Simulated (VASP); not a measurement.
```yaml
crystal:
  lattice:
    - [0.00000, 3.02782, 3.02782]
    - [3.02782, 0.00000, 3.02782]
    - [3.02782, 3.02782, 0.00000]
  atoms:
    - { symbol: Hg, position: [0.00000, 0.00000, 0.00000] }
    - { symbol: Te, position: [0.25000, 0.25000, 0.25000] }
```

All values below come from PBE GGA, VASP's PBE PAW potentials (set 64) (plane waves; VASP). Run with 500 eV cut-off, 10×10×10 Γ-centred mesh, first-order Methfessel-Paxton smearing of 0.10 eV, potentials Hg Te.

Unless said otherwise, spin-orbit coupling is left out, though it shifts the bands of the heavy elements here.

Question: What does the run give for the energy per atom (σ→0), pressure, band gap (on the k-mesh) with the smallest direct gap where there is one?

Answer: 
```yaml
band gap (on the k-mesh): none (metal, semimetal or under 0.01 eV)
energy per atom (σ→0): -1.397 eV/atom
pressure: 20.09 GPa
```

The absolute energy has meaning only against runs of the same code, potentials and settings.

The compound is HgTe in the zinc blende structure. It was relaxed first under an external pressure of 20 GPa.
